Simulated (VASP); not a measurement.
**Tl3Ag (space group Pm-3m): computed properties**

Calculation: PBEsol GGA, VASP's PBE PAW potentials (set 64) (plane waves; VASP).

```yaml
space_group: Pm-3m (221)
cell: a = 4.6480 Å, b = 4.6480 Å, c = 4.6480 Å, α = 90.00°, β = 90.00°, γ = 90.00°
volume_per_atom: 25.10 Å³/atom
band gap (over mesh and band path): none (metal, semimetal or under 0.01 eV)
band_gap_with_spin_orbit_coupling: none (metallic)
density: 11.92 g/cm³
```

AgTl₃ is modelled in the cubic space group Pm-3m (No. 221), the Cu3Au type structure, Pearson symbol cP4. Cell: a = b = c = 4.648 Å, α = β = γ = 90.00°. Tl on 3c is surrounded by 8 Tl at 3.287 Å and 4 Ag at 3.287 Å (cuboctahedral). Ag on 1a is surrounded by 12 Tl at 3.287 Å (cuboctahedral). (Neighbours: up to the widest gap in distance over summed covalent radii, below 1.35, at either atom.)

Unless said otherwise, spin-orbit coupling is left out, though it shifts the bands of the heavy elements here.

The structure comes from a computed database's Tl3Ag entry (Pm-3m); how it stands against other phases isn't given here. It was relaxed first, which changed the volume by -10 %. Symmetry was kept, so distortions that lower it aren't found.
